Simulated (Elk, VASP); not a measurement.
An input for Elk (PBE, all-electron FP-LAPW, Elk's shipped species files, default APW+lo basis):

```
tasks
  0

xctype
  20

spinpol
  .true.

reducebf
  0.7

rmtscf
  0.92

nempty
  12

swidth
  0.00367493

maxscl
  100

scale
  4.602962865

avec
   -0.5773502692    0.5773502692    0.5773502692
    0.5773502692   -0.5773502692    0.5773502692
    0.5773502692    0.5773502692   -0.5773502692

atoms
  1
  'Fe.in'
  1
  0.0000000000  0.0000000000  0.0000000000    0.0 0.0 -2.5

ngridk
  11 11 11
```

Task: Write the VASP files for the same calculation.

Result: One set of files that does it:

**KPOINTS**
```
Automatic
0
Gamma
 11 11 11
0 0 0
```

**POSCAR**
```
Fe
1
   -1.4063000000     1.4063000000     1.4063000000
    1.4063000000    -1.4063000000     1.4063000000
    1.4063000000     1.4063000000    -1.4063000000
Fe
1
Direct
  0.0000000000   0.0000000000   0.0000000000
```

### INCAR
```
# general
SYSTEM =Fe
PREC   =Accurate
ENCUT  =300
LREAL  =F
LASPH  =T

# electronic loop
EDIFF  =1E-6
NELM   =100
ALGO   =Normal
LMAXMIX=4

# smearing
ISMEAR =-1
SIGMA  =0.1

# functional
GGA    =PE

# spin
ISPIN  =2
MAGMOM =2.5

# ions
ISIF   =2

# output
LWAVE  =F
LCHARG =F
LORBIT =11
```

POTCAR, in this order: Fe (PBE.64 set). Program: vasp_std.

Both are inputs of real runs that ended normally. What can't carry over is the choice of potentials or basis and its cut-off, and each code's defaults.

VASP also gives the stress here, which the Elk input doesn't ask for.

The structure is a typed Fe crystal (Im-3m). The cell was not relaxed at this level, and its volume differs by -5.9 % from the start's.
